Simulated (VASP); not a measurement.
Level of theory: PBEsol GGA, VASP's PBE PAW potentials (set 64) (plane waves; VASP).

VASP ran on this input.

File POSCAR:
```
Se
1.0
  2.0196775750  -3.4981841636   0.0000000000
  2.0196775750   3.4981841636   0.0000000000
  0.0000000000   0.0000000000   5.1270734014
Se
3
Cart
  0.5030285516   0.8712710063   3.4180506433
  3.0332980468  -0.0000000000   0.0000000000
  0.5030285516  -0.8712710063   1.7090227581
```

KPOINTS:
```
Automatic mesh
0
Gamma
8 8 5
0 0 0
```

**INCAR**
```
ALGO = Normal
EDIFF = 1E-7
EDIFFG = -0.01
ENCUT = 520
GGA = PS
IBRION = 2
ISIF = 4
ISMEAR = 0
LASPH = .TRUE.
LCHARG = .FALSE.
LMAXMIX = 4
LREAL = .FALSE.
LWAVE = .FALSE.
NELM = 100
NSW = 30
PREC = Accurate
SIGMA = 0.05
SYSTEM = Se
```

POTCAR, in this order: Se (PBE.64 set). Program: vasp_std.

Without a dispersion term in the relaxation, distances and binding between the weakly bound layers, chains or molecules are unreliable, and so is what depends on them.

Question: Predict the energy per atom (σ→0).

Answer: 
| Item | Value |
|---|---|
| energy per atom (σ→0) | -3.854 eV/atom |

**OSZICAR**
```
...
DAV:   8    -0.115611702419E+02    0.83673E-03   -0.97471E-03  1070   0.699E-01    0.997E-02
DAV:   9    -0.115612151834E+02   -0.44942E-04   -0.25276E-04  1340   0.128E-01    0.296E-02
DAV:  10    -0.115612138740E+02    0.13094E-05   -0.29475E-05  1155   0.421E-02    0.627E-03
DAV:  11    -0.115612140569E+02   -0.18286E-06   -0.64486E-06  1215   0.169E-02    0.439E-03
DAV:  12    -0.115612137557E+02    0.30125E-06   -0.11566E-06  1080   0.765E-03    0.120E-03
DAV:  13    -0.115612136529E+02    0.10273E-06   -0.14108E-07   630   0.248E-03    0.289E-04
DAV:  14    -0.115612135836E+02    0.69331E-07   -0.32664E-08   555   0.130E-03
   1 F= -.11561214E+02 E0= -.11561214E+02  d E =-.115612E+02
```

The compound is Se in the trig structure. It was relaxed first, which changed the volume by -12 %.
